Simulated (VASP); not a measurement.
Here is the system:

```
KZnF3
1.0
    4.08268     0.00000     0.00000
    0.00000     4.08268     0.00000
    0.00000     0.00000     4.08268
K Zn F
1 1 3
Direct
  0.00000   0.00000   0.00000
  0.50000   0.50000   0.50000
  0.50000   0.00000   0.50000
  0.00000   0.50000   0.50000
  0.50000   0.50000   0.00000
```

Level of theory: optB88-vdW, VASP's PBE PAW potentials (set 64) (plane waves; VASP). Numerical set-up: 520 eV cut-off, 6×6×6 Γ-centred mesh, tetrahedra with Blöchl corrections, potentials K_sv Zn F.

Q: Predict the energy per atom (σ→0), band gap (on the k-mesh) with the smallest direct gap where there is one.

A: 
band gap (on the k-mesh): 3.81 eV
smallest direct gap (on the k-mesh): 5.49 eV
energy per atom (σ→0): -1.961 eV/atom

Total energies compare only between runs with the same potentials, cut-off and functional.

The compound is KZnF3 in the cubic perovskite structure. It was relaxed first.
